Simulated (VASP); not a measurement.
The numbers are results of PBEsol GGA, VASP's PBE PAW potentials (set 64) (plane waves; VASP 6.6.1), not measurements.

The input files of a VASP run:

File KPOINTS:
```
Automatic
0
G
 12 12 6
```

File POSCAR:
```
Ho
3.5478340
  0.4999999335  -0.8660253035   0.0000000000
  0.4999999335   0.8660253035   0.0000000000
  0.0000000000   0.0000000000   1.5353955814
Ho
2
Direct
  0.3333330000   0.6666670000   0.2500000000
  0.6666670000   0.3333330000   0.7500000000
```

**INCAR**
```
! general
SYSTEM   =  Ho
PREC     =  Accurate
ENCUT    =  480   ! plane-wave cut-off (eV)
LREAL    =  .FALSE.
LASPH    =  .TRUE.   ! aspherical one-centre terms

! electronic loop
EDIFF    =  1E-7
NELM     =  100
ALGO     =  Normal
LMAXMIX  =  6

! smearing
ISMEAR   =  1   ! Methfessel-Paxton
SIGMA    =  0.1

! functional
GGA      =  PS   ! PBEsol

! ions
ISIF     =  2   ! forces and stress, cell fixed

! output
LWAVE    =  .FALSE.
LCHARG   =  .FALSE.
```

POTCAR, in this order: Ho_3 (PBE.64 set). Program: vasp_std.

The resulting files:

### OSZICAR
```
       N       E                     dE             d eps       ncg     rms          rms(c)
DAV:   1     0.783236921705E+02    0.78324E+02   -0.80766E+03  2245   0.123E+03
DAV:   2    -0.536040012563E+01   -0.83684E+02   -0.82187E+02  2982   0.531E+02
DAV:   3    -0.967492097693E+01   -0.43145E+01   -0.40626E+01  3268   0.855E+01
DAV:   4    -0.987727974717E+01   -0.20236E+00   -0.19904E+00  3395   0.124E+01
DAV:   5    -0.988364526846E+01   -0.63655E-02   -0.63449E-02  3258   0.210E+00    0.250E+01
DAV:   6    -0.987676022156E+01    0.68850E-02   -0.27707E-02  3300   0.223E+00    0.149E+01
DAV:   7    -0.988261077478E+01   -0.58506E-02   -0.48262E-02  3159   0.304E+00    0.328E-01
DAV:   8    -0.988223779506E+01    0.37298E-03   -0.29152E-03  2868   0.601E-01    0.632E-02
DAV:   9    -0.988224696322E+01   -0.91682E-05   -0.22024E-04  3311   0.183E-01    0.314E-02
DAV:  10    -0.988224201824E+01    0.49450E-05   -0.20254E-05  3305   0.482E-02    0.321E-02
DAV:  11    -0.988224221994E+01   -0.20170E-06   -0.10629E-06  3167   0.108E-02    0.477E-03
DAV:  12    -0.988224234839E+01   -0.12846E-06   -0.14516E-07  1823   0.485E-03    0.221E-03
DAV:  13    -0.988224232224E+01    0.26149E-07   -0.34533E-08  1678   0.522E-03
   1 F= -.98822423E+01 E0= -.98826080E+01  d E =0.109713E-02
```

File OUTCAR:
```
------------------------ aborting loop because EDIFF is reached ----------------------------------------
  FORCE on cell =-STRESS in cart. coord.  units (eV):
  Direction    XX          YY          ZZ          XY          YZ          ZX
  --------------------------------------------------------------------------------------
  Total       -0.0375435     -0.0375435      0.0358223     -0.0000000      0.0000000     -0.0000000
  in kB       -1.0129878     -1.0129879      0.9665477     -0.0000000      0.0000000     -0.0000000
  external PRESSURE =      -0.3531427 kB  Pullay stress =       0.0000000 kB
  volume of cell :       59.38
      direct lattice vectors                 reciprocal lattice vectors
     1.773916764 -3.072514017  0.000000000     0.281862154 -0.162733188  0.000000000
     1.773916764  3.072514017  0.000000000     0.281862154  0.162733188  0.000000000
     0.000000000  0.000000000  5.447328647     0.000000000  0.000000000  0.183576220
 POSITION                                       TOTAL-FORCE (eV/Angst)
 -----------------------------------------------------------------------------------
      1.77392      1.02417      1.36183         0.000000      0.000000      0.000000
      1.77392     -1.02417      4.08550         0.000000     -0.000000      0.000000
 -----------------------------------------------------------------------------------
    total drift:                                0.000002      0.000087     -0.000011
  FREE ENERGIE OF THE ION-ELECTRON SYSTEM (eV)
  ---------------------------------------------------
  free  energy   TOTEN  =        -9.8822423222 eV

  energy  without entropy=       -9.8833394561  energy(sigma->0) =       -9.88260803
```
(Selected blocks of OUTCAR.)

The 4f electrons are frozen in the core of the lanthanide potential, so 4f levels, which can set the real gap, and their magnetism are missing.

The compound is Ho in the hcp structure. It was relaxed first.
